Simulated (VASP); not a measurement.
# TiO2 (P4_2/mnm) in VASP: Born charges and dielectric tensor with PBE

Aim: the Born charges and dielectric tensor of TiO2 with PBE.

Program: VASP 6.6.1. These are calculated values, not measurements. Logs are shortened: lines on timing, memory, paths and dates and some standing lists are left out, and cuts for length are marked.

**Experimental background.**

From “Shallow Valence Band of Rutile GeO2 and P-type Doping”, 2020, arxiv:2011.08928, for a bulk crystal of TiO2 at 1.6 K: band gap 3.03 eV (direct).

How close the calculation comes is told below.

## 1. The structure

It takes space group P4_2/mnm (No. 136, tetragonal). Conventional cell: a = 4.645 Å, b = 4.645 Å, c = 2.967 Å, α = 90.00°, β = 90.00°, γ = 90.00°. Around Ti (site symmetry mmm) lie 6 O at 1.96 to 2.00 Å. Around O (site symmetry m2m) lie 3 Ti at 1.96 to 2.00 Å.

## 2. Born charges and dielectric tensor, PBE

Contents of INCAR:

```
PREC = Accurate
ENCUT = 600
EDIFF = 1E-8
ISMEAR = 0
SIGMA = 0.02
LREAL = F
LASPH = T
NELM = 100
ALGO = Normal
ISIF = 2
LWAVE = F
LCHARG = F
GGA = PE
LEPSILON = T
IBRION = 8
NSW = 1
```

Contents of KPOINTS:

```
Automatic mesh
0
Gamma
  6 6 10
```

Contents of POSCAR:

```
TiO2
1.0
    4.6449900000      0.0000000000      0.0000000000
    0.0000000000      4.6449900000      0.0000000000
    0.0000000000      0.0000000000      2.9667600000
Ti O
2 4
Direct
    0.0000000000      0.0000000000      0.0000000000
    0.5000000000      0.5000000000      0.5000000000
    0.3049600000      0.3049600000      0.0000000000
    0.1950400000      0.8049600000      0.5000000000
    0.6950400000      0.6950400000      0.0000000000
    0.8049600000      0.1950400000      0.5000000000
```

Potentials or basis: VASP PAW PBE potentials, release 64 (Ti_sv, O).

On the command line:

```bash
> cat potpaw_PBE.64/Ti_sv/POTCAR potpaw_PBE.64/O/POTCAR > POTCAR
> mpirun -np 1 vasp_std > vasp.out
```

OUTCAR:

```text
PREC = Accurate
   ENCUT = 600
   EDIFF = 1E-8
   ISMEAR = 0
   LREAL = F
   LASPH = T
   NELM = 100
   ISIF = 2
   GGA = PE
   LEPSILON = T
   IBRION = 8
   NSW = 1

 ion  position               nearest neighbor table
   1  0.000  0.000  0.000-   4 1.96   6 1.96   4 1.96   6 1.96   5 2.00   3 2.00
   2  0.500  0.500  0.500-   3 1.96   5 1.96   3 1.96   5 1.96   4 2.00   6 2.00
   3  0.305  0.305  0.000-   2 1.96   2 1.96   1 2.00
   4  0.195  0.805  0.500-   1 1.96   1 1.96   2 2.00
   5  0.695  0.695  0.000-   2 1.96   2 1.96   1 2.00
   6  0.805  0.195  0.500-   1 1.96   1 1.96   2 2.00

  LATTYP: Found a simple tetragonal cell.
 ALAT       =     4.6449900000
 C/A-ratio  =     0.6387010521

  Lattice vectors:

 A1 = (   4.6449900000,   0.0000000000,   0.0000000000)
 A2 = (   0.0000000000,   4.6449900000,   0.0000000000)
 A3 = (   0.0000000000,   0.0000000000,   2.9667600000)

Analysis of symmetry for initial positions (statically):
=====================================================================
 Subroutine PRICEL returns:
 Original cell was already a primitive cell.

 Routine SETGRP: Setting up the symmetry group for a
 simple tetragonal supercell.

 Subroutine GETGRP returns: Found 16 space group operations
 (whereof  8 operations were pure point group operations)
 out of a pool of 16 trial point group operations.

The static configuration has the point symmetry D_2h.
 The point group associated with its full space group is D_4h.

Analysis of symmetry for dynamics (positions and initial velocities):
=====================================================================
 Subroutine PRICEL returns:
 Original cell was already a primitive cell.

 Routine SETGRP: Setting up the symmetry group for a
 simple tetragonal supercell.

 Subroutine GETGRP returns: Found 16 space group operations
 (whereof  8 operations were pure point group operations)
 out of a pool of 16 trial point group operations.

The dynamic configuration has the point symmetry D_2h.
 The point group associated with its full space group is D_4h.

 Subroutine INISYM returns: Found 16 space group operations
 (whereof  8 operations are pure point group operations),
 and found     1 'primitive' translations

----------------------------------------------------------------------------------------

                                     Primitive cell

  volume of cell :      64.0106

[... 999 lines left out ...]
  x     0.00000     0.00000     0.00000     0.00000     0.00000     0.00000
  y     0.00000     0.00000     0.00000     0.00000     0.00000     0.00000
  z     0.00000     0.00000     0.00000     0.00000     0.00000     0.00000

 PIEZOELECTRIC TENSOR (including local field effects)  for field in x, y, z        (C/m^2)
          XX          YY          ZZ          XY          YZ          ZX
  --------------------------------------------------------------------------------
  x     0.00000     0.00000     0.00000     0.00000     0.00000     0.00000
  y     0.00000     0.00000     0.00000     0.00000     0.00000     0.00000
  z     0.00000     0.00000     0.00000     0.00000     0.00000     0.00000

 BORN EFFECTIVE CHARGES (including local field effects) (in |e|, cummulative output)
 ---------------------------------------------------------------------------------
 ion    1
    1     6.24618     1.03400     0.00000
    2     1.03400     6.24618     0.00000
    3     0.00000     0.00000     7.76930
 ion    2
    1     6.24618    -1.03400     0.00000
    2    -1.03400     6.24618     0.00000
    3     0.00000     0.00000     7.76930
 ion    3
    1    -3.12309    -1.78569     0.00000
    2    -1.78569    -3.12309     0.00000
    3     0.00000     0.00000    -3.88465
 ion    4
    1    -3.12309     1.78569     0.00000
    2     1.78569    -3.12309     0.00000
    3     0.00000     0.00000    -3.88465
 ion    5
    1    -3.12309    -1.78569     0.00000
    2    -1.78569    -3.12309     0.00000
    3     0.00000     0.00000    -3.88465
 ion    6
    1    -3.12309     1.78569     0.00000
    2     1.78569    -3.12309     0.00000
    3     0.00000     0.00000    -3.88465

 INTERNAL STRAIN TENSOR FOR ION    6 for displacements in x,y,z  (eV/Angst):
          X           Y           Z          XY          YZ          ZX
  --------------------------------------------------------------------------------
  x     4.76631     2.42409     3.63492     0.44481     0.00000     0.00000
  y    -2.42409    -4.76631    -3.63492    -0.41955     0.00000     0.00000
  z     0.00000     0.00000     0.00000     0.00000    -5.19016     4.16640

 SECOND DERIVATIVES (NOT SYMMETRIZED)
 ------------------------------------
               1X          1Y          1Z          2X          2Y          2Z          3X          3Y          3Z          4X          4Y          4Z          5X          5Y          5Z          6X          6Y          6Z
  1X   -14.863596    5.395456    0.000000   14.001404    0.004047    0.000000   -1.511151   -1.254779    0.000000    1.942247   -1.444972    0.000000   -1.511151   -1.254779    0.000000    1.942247   -1.444972    0.000000
  1Y     5.395456  -14.863596    0.000000    0.004047   14.001404    0.000000   -1.254779   -1.511151    0.000000   -1.444972    1.942247    0.000000   -1.254779   -1.511151    0.000000   -1.444972    1.942247    0.000000
  1Z     0.000000    0.000000    0.322956    0.000000    0.000000    0.342891    0.000000    0.000000   -0.029628    0.000000    0.000000   -0.303296    0.000000    0.000000   -0.029628    0.000000    0.000000   -0.303296
  2X    14.001404   -0.004047    0.000000  -14.863596   -5.395456    0.000000    1.942247    1.444972    0.000000   -1.511151    1.254779    0.000000    1.942247    1.444972    0.000000   -1.511151    1.254779    0.000000
  2Y    -0.004047   14.001404    0.000000   -5.395456  -14.863596    0.000000    1.444972    1.942247    0.000000    1.254779   -1.511151    0.000000    1.444972    1.942247    0.000000    1.254779   -1.511151    0.000000
  2Z     0.000000    0.000000    0.342891    0.000000    0.000000    0.322956    0.000000    0.000000   -0.303296    0.000000    0.000000   -0.029628    0.000000    0.000000   -0.303296    0.000000    0.000000   -0.029628
  3X    -1.510937   -1.244721    0.000000    1.934670    1.443542    0.000000  -10.774719   -5.400005    0.000000   -0.703645    0.867221    0.000000    5.571444    5.206231    0.000000    5.483187   -0.872268    0.000000
  3Y    -1.244721   -1.510937    0.000000    1.443542    1.934670    0.000000   -5.400005  -10.774719    0.000000   -0.872268    5.483187    0.000000    5.206231    5.571444    0.000000    0.867221   -0.703645    0.000000
  3Z     0.000000    0.000000   -0.040323    0.000000    0.000000   -0.300730    0.000000    0.000000   -7.221475    0.000000    0.000000    1.960063    0.000000    0.000000    3.642402    0.000000    0.000000    1.960063
  4X     1.934670   -1.443542    0.000000   -1.510937    1.244721    0.000000   -0.703645   -0.867221    0.000000  -10.774719    5.400005    0.000000    5.483187    0.872268    0.000000    5.571444   -5.206231    0.000000
  4Y    -1.443542    1.934670    0.000000    1.244721   -1.510937    0.000000    0.872268    5.483187    0.000000    5.400005  -10.774719    0.000000   -0.867221   -0.703645    0.000000   -5.206231    5.571444    0.000000
  4Z     0.000000    0.000000   -0.300730    0.000000    0.000000   -0.040323    0.000000    0.000000    1.960063    0.000000    0.000000   -7.221475    0.000000    0.000000    1.960063    0.000000    0.000000    3.642402
  5X    -1.510937   -1.244721    0.000000    1.934670    1.443542    0.000000    5.571444    5.206231    0.000000    5.483187   -0.872268    0.000000  -10.774719   -5.400005    0.000000   -0.703645    0.867221    0.000000
  5Y    -1.244721   -1.510937    0.000000    1.443542    1.934670    0.000000    5.206231    5.571444    0.000000    0.867221   -0.703645    0.000000   -5.400005  -10.774719    0.000000   -0.872268    5.483187    0.000000
  5Z     0.000000    0.000000   -0.040323    0.000000    0.000000   -0.300730    0.000000    0.000000    3.642402    0.000000    0.000000    1.960063    0.000000    0.000000   -7.221475    0.000000    0.000000    1.960063
  6X     1.934670   -1.443542    0.000000   -1.510937    1.244721    0.000000    5.483187    0.872268    0.000000    5.571444   -5.206231    0.000000   -0.703645   -0.867221    0.000000  -10.774719    5.400005    0.000000
  6Y    -1.443542    1.934670    0.000000    1.244721   -1.510937    0.000000   -0.867221   -0.703645    0.000000   -5.206231    5.571444    0.000000    0.872268    5.483187    0.000000    5.400005  -10.774719    0.000000
  6Z     0.000000    0.000000   -0.300730    0.000000    0.000000   -0.040323    0.000000    0.000000    1.960063    0.000000    0.000000    3.642402    0.000000    0.000000    1.960063    0.000000    0.000000   -7.221475

 Eigenvectors and eigenvalues of the dynamical matrix
 ----------------------------------------------------

   1 f  =   23.081870 THz   145.027666 2PiTHz  769.928304 cm-1    95.458901 meV
             X         Y         Z           dx          dy          dz
      0.000000  0.000000  0.000000     0.000000   -0.000000   -0.000000
      2.322495  2.322495  1.483380     0.000000    0.000000    0.000000
      1.416536  1.416536  0.000000     0.353553    0.353553    0.000000
      0.905959  3.739031  1.483380     0.353553   -0.353553    0.000000
      3.228454  3.228454  0.000000    -0.353553   -0.353553    0.000000
      3.739031  0.905959  1.483380    -0.353553    0.353553   -0.000000
[... 145 lines left out ...]
  18 f/i=    2.934052 THz    18.435190 2PiTHz   97.869427 cm-1    12.134257 meV
             X         Y         Z           dx          dy          dz
      0.000000  0.000000  0.000000    -0.000000   -0.000000    0.444314
      2.322495  2.322495  1.483380    -0.000000    0.000000    0.444314
      1.416536  1.416536  0.000000     0.000000    0.000000   -0.388964
      0.905959  3.739031  1.483380     0.000000   -0.000000   -0.388964
      3.228454  3.228454  0.000000     0.000000    0.000000   -0.388964
      3.739031  0.905959  1.483380     0.000000    0.000000   -0.388964

--------------------------------------------------------------------------------------------------------

 MACROSCOPIC STATIC DIELECTRIC TENSOR IONIC CONTRIBUTION
 ------------------------------------------------------
           2.058471    -0.000000     0.000000
          -0.000000     2.058471     0.000000
           0.000000     0.000000     0.000000
 ------------------------------------------------------

 ELASTIC MODULI CONTR FROM IONIC RELAXATION (kBar)
 Direction    XX          YY          ZZ          XY          YZ          ZX
 --------------------------------------------------------------------------------
 XX        -348.4961     76.4293   -137.5362     -0.0000     -0.0000      0.0000
 YY          76.4293   -348.4961   -137.5362      0.0000     -0.0000     -0.0000
 ZZ        -137.5362   -137.5362   -139.0557      0.0000     -0.0000     -0.0000
 XY          -0.0000      0.0000      0.0000     -1.0754     -0.0000     -0.0000
 YZ          -0.0000     -0.0000     -0.0000     -0.0000   -248.2535     -0.0000
 ZX           0.0000     -0.0000     -0.0000     -0.0000     -0.0000   -159.9763
 --------------------------------------------------------------------------------

 PIEZOELECTRIC TENSOR IONIC CONTR  for field in x, y, z        (C/m^2)
          XX          YY          ZZ          XY          YZ          ZX
  --------------------------------------------------------------------------------
  x     0.00000    -0.00000     0.00000     0.00000    -0.00000    -0.00000
  y     0.00000    -0.00000    -0.00000    -0.00000     0.00000    -0.00000
  z     0.00000    -0.00000    -0.00000    -0.00000    -0.00000     0.00000
```

It took 40 min on 1 thread of Intel Xeon 6975P-C (Granite Rapids), shared host; peak memory 0.75 GiB.

Results:

| Quantity | Value |
| --- | --- |
| Band gap on the k mesh | 1.82 eV, direct |
| Electronic dielectric tensor (diagonal) | 7.39, 7.39, 8.98 |
| Born charges (mean of the diagonal) | Ti +6.75; O -3.38 e |
| Highest phonon frequency at Γ, LO-TO splitting left out | 770 cm⁻¹ |
| Most unstable mode | 98i cm⁻¹ |

Levels at points of the mesh, in eV from the valence-band top:
| k point | band 21 | band 22 | band 23 | band 24 | band 25 | band 26 | band 27 | band 28 |
| --- | --- | --- | --- | --- | --- | --- | --- | --- |
| (0.00, 0.00, 0.00) | -0.67 | -0.43 | -0.43 | 0.00 | 1.82 | 2.10 | 2.37 | 2.45 |
| (0.50, 0.00, 0.00) | -1.56 | -1.56 | -0.71 | -0.71 | 2.47 | 2.47 | 2.93 | 2.93 |
| (0.50, 0.50, 0.00) | -1.25 | -1.25 | -1.04 | -1.04 | 1.86 | 1.86 | 2.47 | 2.47 |
| (0.00, 0.00, 0.50) | -2.23 | -2.23 | -1.40 | -1.40 | 2.87 | 2.87 | 3.13 | 3.13 |
| (0.50, 0.00, 0.50) | -1.98 | -1.98 | -0.99 | -0.99 | 1.87 | 1.87 | 3.14 | 3.14 |
| (0.50, 0.50, 0.50) | -1.21 | -1.21 | -0.67 | -0.67 | 2.52 | 2.52 | 3.13 | 3.13 |

Phonon frequencies in cm⁻¹ (negative: imaginary):
```csv
q point,frequencies
"(0.000, 0.000, 0.000)",-98 -50 -50 1 1 1 2 148 356 356 357 416 430 430 471 471 569 770
```

Electronic dielectric tensor:
```
7.39 0.00 0.00
0.00 7.39 0.00
0.00 0.00 8.98
```

Born effective charge tensors (e):
atom 1, Ti
```
6.25 1.03 0.00
1.03 6.25 0.00
0.00 0.00 7.77
```
atom 2, Ti
```
 6.25 -1.03  0.00
-1.03  6.25  0.00
 0.00  0.00  7.77
```
atom 3, O
```
-3.12 -1.79  0.00
-1.79 -3.12  0.00
 0.00  0.00 -3.88
```
atom 4, O
```
-3.12  1.79  0.00
 1.79 -3.12  0.00
 0.00  0.00 -3.88
```
atom 5, O
```
-3.12 -1.79  0.00
-1.79 -3.12  0.00
 0.00  0.00 -3.88
```
atom 6, O
```
-3.12  1.79  0.00
 1.79 -3.12  0.00
 0.00  0.00 -3.88
```

Caveat: some modes are imaginary.

## 3. Against experiment

Step 2. Against the measured gap of TiO2, 3.03 eV (direct; 1.6 K; quoted in “Shallow Valence Band of Rutile GeO2 and P-type Doping”, 2020, arxiv:2011.08928), the calculated 1.82 eV is off by -1.21 eV. 2 values of this kind are on record in papers (3.03 to 3.05 eV); this one was drawn at random among those near their median. The value is that of PBE on a finite k mesh, which can miss the band edges, without temperature or zero-point motion. Semilocal functionals fall short of measured gaps as a rule.
